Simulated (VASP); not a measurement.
Data:

```
CELL_PARAMETERS angstrom
     -1.58749     1.58749     1.58749
      1.58749    -1.58749     1.58749
      1.58749     1.58749    -1.58749
ATOMIC_POSITIONS crystal
  W  0.00000 0.00000 0.00000
```

Level of theory: TPSS meta-GGA, VASP's PBE PAW potentials (set 64) (plane waves; VASP 6.6.1). Settings: 520 eV cut-off, 18×18×18 Γ-centred mesh, tetrahedra with Blöchl corrections, potentials W_sv.

Unless said otherwise, spin-orbit coupling is left out, though it shifts the bands of the heavy elements here.

Task: Predict the energy per atom (σ→0), band gap (over mesh and band path) with the smallest direct gap where there is one.

Result: 
The band gap (over mesh and band path) is none (metal, semimetal or under 0.01 eV) and the energy per atom (σ→0) comes out as -14.365 eV/atom.

The absolute energy has meaning only against runs of the same code, potentials and settings.

The compound is W in the bcc structure. It was relaxed first.
